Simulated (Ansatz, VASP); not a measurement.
## One calculation of Ti2SiGe2, two programs

Contents of INCAR:

```
SYSTEM = Ti2SiGe2
PREC = Accurate
ENCUT = 520
EDIFF = 1E-6
ISMEAR = 0
SIGMA = 0.1
LREAL = .False.
LASPH = .True.
NELM = 100
ALGO = Normal
ISIF = 2
LWAVE = .False.
LCHARG = .False.
GGA = PE
NBANDS = 36
```

File KPOINTS:

```
regular mesh
0
Gamma
  6 6 4
  0 0 0
```

File POSCAR:

```
Ti2SiGe2
1.0
    3.6212591000      0.0000000000      0.0000000000
   -1.8106295500      3.1361023700      0.0000000000
    0.0000000000      0.0000000000      6.9545472000
Ti Si Ge
2 1 2
Direct
    0.3333333300      0.6666666700      0.0463574200
    0.6666666700      0.3333333300      0.9536425800
    0.0000000000      0.0000000000      0.0000000000
    0.0000000000      0.0000000000      0.3679702900
    0.0000000000      0.0000000000      0.6320297100
```

Input for Ansatz:

```yaml
crystal:
  lattice:
    - [3.6212591, 0.0, 0.0]
    - [-1.81062955, 3.13610237, 0.0]
    - [0.0, 0.0, 6.9545472]
  atoms:
    - { symbol: Ti, position: [0.33333333, 0.66666667, 0.04635742] }
    - { symbol: Ti, position: [0.66666667, 0.33333333, 0.95364258] }
    - { symbol: Si, position: [0.0, 0.0, 0.0] }
    - { symbol: Ge, position: [0.0, 0.0, 0.36797029] }
    - { symbol: Ge, position: [0.0, 0.0, 0.63202971] }
basis:
  ecutwfc: 420
kpoints:
  mp_grid: { grid: [6, 6, 4] }
hamiltonian:
  xc: pbe
scf:
  occupations: { method: gaussian, width: 0.1 }
  lower_state_search: "off"
output:
  forces: true
  stress: true
  eigenvalues: true
```

Alike in both runs: task single point; functional PBE; k mesh 6 × 6 × 4; occupations gaussian, width 0.1 eV; no spin polarisation.

|  | VASP | Ansatz |
| --- | --- | --- |
| version | VASP 6.6.1 | Ansatz 0.2.0 |
| potentials or method | VASP PAW PBE potentials, release 64 (Ti_sv, Si, Ge_d) | scalar-relativistic, plane waves, PAW |
| plane-wave cutoff (eV) | 520 | 420 |
| valence electrons in the cell | 56 | 56 |

VASP gave:

- gap on the k mesh at the Fermi level (eV): none
- rms of the force components (eV/Å): 6.607

**Question.** What did Ansatz give for the same quantities?

**Answer.** gap on the k mesh at the Fermi level (eV): none; rms of the force components (eV/Å): 6.167.

Atom by atom the forces differ by 0.455 eV/Å (rms over components). A gap of «none» marks a metal or a gap that the smearing closes.

Caveats: forces of over 1 eV/Å show positions far from the minimum, so gaps and moduli don't describe the material at rest.
